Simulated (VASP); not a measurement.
Output of a VASP run:

### OSZICAR
```
       N       E                     dE             d eps       ncg     rms          rms(c)
DAV:   1     0.388334890074E+02    0.38833E+02   -0.56891E+03  4081   0.204E+03
DAV:   2    -0.139327887708E+01   -0.40227E+02   -0.38058E+02  3980   0.196E+02
DAV:   3    -0.182478377308E+01   -0.43150E+00   -0.43029E+00  4650   0.299E+01
DAV:   4    -0.182807588644E+01   -0.32921E-02   -0.32924E-02  4869   0.233E+00
DAV:   5    -0.182811114441E+01   -0.35258E-04   -0.35266E-04  4746   0.190E-01    0.765E+00
DAV:   6    -0.129401293217E+01    0.53410E+00   -0.16543E+01  4169   0.956E+01    0.381E+00
DAV:   7    -0.939645179869E+00    0.35437E+00   -0.25526E+00  4224   0.373E+01    0.570E-01
DAV:   8    -0.928358058049E+00    0.11287E-01   -0.50625E-03  4296   0.128E+00    0.295E-01
DAV:   9    -0.926776034412E+00    0.15820E-02   -0.10296E-02  4423   0.219E+00    0.286E-02
DAV:  10    -0.926782910140E+00   -0.68757E-05   -0.47128E-05  5920   0.137E-01    0.704E-03
DAV:  11    -0.926782955303E+00   -0.45163E-07   -0.74043E-07  4460   0.145E-02
   1 F= -.92678296E+00 E0= -.92678296E+00  d E =0.000000E+00
```

OUTCAR:
```
------------------------ aborting loop because EDIFF is reached ----------------------------------------
  FORCE on cell =-STRESS in cart. coord.  units (eV):
  Direction    XX          YY          ZZ          XY          YZ          ZX
  --------------------------------------------------------------------------------------
  Total        0.0011932      0.0011932      0.0011932      0.0000000      0.0000000      0.0000000
  in kB        0.1637760      0.1637760      0.1637760      0.0000000      0.0000000      0.0000000
  external PRESSURE =       0.1637760 kB  Pullay stress =       0.0000000 kB
  volume of cell :       11.67
      direct lattice vectors                 reciprocal lattice vectors
     0.000000000  1.800469773  1.800469773    -0.277705301  0.277705301  0.277705301
     1.800469773  0.000000000  1.800469773     0.277705301 -0.277705301  0.277705301
     1.800469773  1.800469773  0.000000000     0.277705301  0.277705301 -0.277705301
 POSITION                                       TOTAL-FORCE (eV/Angst)
 -----------------------------------------------------------------------------------
      0.00000      0.00000      0.00000         0.000000      0.000000      0.000000
 -----------------------------------------------------------------------------------
    total drift:                               -0.000000     -0.000000     -0.000000
  FREE ENERGIE OF THE ION-ELECTRON SYSTEM (eV)
  ---------------------------------------------------
  free  energy   TOTEN  =        -0.9267829553 eV

  energy  without entropy=       -0.9267829553  energy(sigma->0) =       -0.92678296

 total charge

# of ion       s       p       d       tot
------------------------------------------
    1        0.456   0.391   9.185  10.032
```
(Selected blocks of OUTCAR.)

### POSCAR
```
Cu
1
    0.0000000000     1.8004697731     1.8004697731
    1.8004697731    -0.0000000000     1.8004697731
    1.8004697731     1.8004697731     0.0000000000
Cu
1
Direct
  0.0000000000   0.0000000000   0.0000000000
```

Problem. Reconstruct the remaining input files.

Solution. One answer among several that fit: the input of the run itself, optB86b-vdW, plane waves, VASP's PBE PAW potentials (set 64).

### INCAR
```
SYSTEM = Cu
PREC = Accurate; ENCUT = 520; LREAL = F
LASPH = T
EDIFF = 1E-7; NELM = 100; ALGO = Normal
LMAXMIX = 4
ISMEAR = -5
GGA = MK; LUSE_VDW = T; AGGAC = 0.0
PARAM1 = 0.1234; PARAM2 = 1.0
ISIF = 2
LWAVE = F; LCHARG = T; LORBIT = 11
NEDOS = 601
```

### KPOINTS
```
Automatic mesh
0
Gamma
19 19 19
0 0 0
```

POTCAR, in this order: Cu (PBE.64 set). Program: vasp_std.

For a metal the tetrahedron method with Blöchl corrections gives inexact stress and forces.

The compound is Cu in the fcc structure. It was relaxed first.
